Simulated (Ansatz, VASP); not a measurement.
La2Mg3 in VASP and in Ansatz

```xyz
5
Lattice="5.6679 0.0000 0.0000 0.0000 5.6679 0.0000 0.0000 0.0000 5.6679" Properties=species:S:1:pos:R:3 pbc="T T T"
La    0.0000    0.0000    0.0000
La    2.8339    2.8339    2.8339
Mg    0.0000    2.8339    2.8339
Mg    2.8339    0.0000    2.8339
Mg    2.8339    2.8339    0.0000
```

Alike in both runs: task relaxation of cell and atoms; functional PBE; k mesh 8 × 8 × 8; occupations gaussian, width 0.1 eV; no spin polarisation.

|  | VASP | Ansatz |
| --- | --- | --- |
| version | VASP 6.6.1 | Ansatz 0.2.0 |
| potentials or method | VASP PAW PBE potentials, release 64 (La, Mg) | scalar-relativistic, plane waves, PAW |
| plane-wave cutoff (eV) | 600 | 420 |
| valence electrons in the cell | 28 | 52 |

```tsv
	VASP	Ansatz	Ansatz less VASP
gap on the k mesh at the Fermi level, each at its own relaxed structure (eV)	none	none	-
relaxed volume (Å³/atom)	36.55	36.72	+0.170
relaxed cell length with the largest relative difference (Å)	5.675	5.684	+0.0088
```

A gap of «none» marks a metal or a gap that the smearing closes. The two sets of potentials don't hold the same shells in valence.

The runs have no spin-orbit coupling, so splittings on La are missing.
